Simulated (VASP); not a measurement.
CaCuH2:

```
CELL_PARAMETERS angstrom
1.94524 1.12309 4.35738
-1.94524 1.12309 4.35738
0.00000 -2.24617 4.35738
ATOMIC_POSITIONS crystal
Ca 0.50000 0.50000 0.50000
Cu 0.00000 0.00000 0.00000
H 0.88181 0.88181 0.88181
H 0.11819 0.11819 0.11819
```

The cell was built by a generator and needn't be a form met in nature.

```yaml
Program: VASP 6.6.1
Task: relaxation of cell and atoms
Functional: PBE
Dispersion: D3(BJ)
Potentials_or_basis: VASP PAW PBE potentials, release 64 (Ca_sv, Cu, H)
Cutoff: 600 eV
k_mesh: 6 × 6 × 6
Occupations: fermi-dirac, width 0.05 eV
Spin: no spin polarisation
```

At the start: pressure -1.8 GPa; volume 14.28 Å³/atom.

**Question.** How do energy, volume and symmetry change on relaxing?

**Answer.** Over 18 steps the energy falls by 5.1 meV/atom and the volume is 13.56 Å³/atom (-5.1 %); space group R-3m (No. 166, to 0.05 Å).

Step by step:
```csv
step,energy change (eV),largest force (eV/Å),pressure (GPa),volume (Å³)
1,0.0000,0.0410,-1.80,57.12
2,-0.0128,0.1114,-0.98,55.80
3,-0.0162,0.1506,-0.40,55.10
4,-0.0151,0.2314,0.79,53.71
5,-0.0170,0.1863,0.19,54.48
6,-0.0199,0.0171,0.13,54.03
7,-0.0199,0.0265,0.15,54.05
8,-0.0199,0.0297,0.09,54.06
9,-0.0200,0.0216,0.05,54.16
10,-0.0201,0.0019,-0.23,54.45
11,-0.0201,0.0082,-0.11,54.32
12,-0.0202,0.0148,-0.02,54.30
13,-0.0203,0.0206,0.00,54.28
14,-0.0203,0.0326,-0.09,54.25
15,-0.0204,0.0254,0.18,54.20
16,-0.0204,0.0255,0.04,54.20
17,-0.0204,0.0122,0.06,54.21
18,-0.0204,0.0024,0.02,54.23
```

Final structure:
```xyz
4
Lattice="1.9125 1.1042 4.2800 -1.9125 1.1042 4.2800 0.0000 -2.2084 4.2800" Properties=species:S:1:pos:R:3 pbc="T T T"
Ca    0.0000    0.0000    6.4199
Cu    0.0000    0.0000    0.0000
H     0.0000    0.0000   11.2967
H     0.0000    0.0000    1.5432
```

Caveat: pairwise dispersion overbinds metals, which lowers pressure and volume.
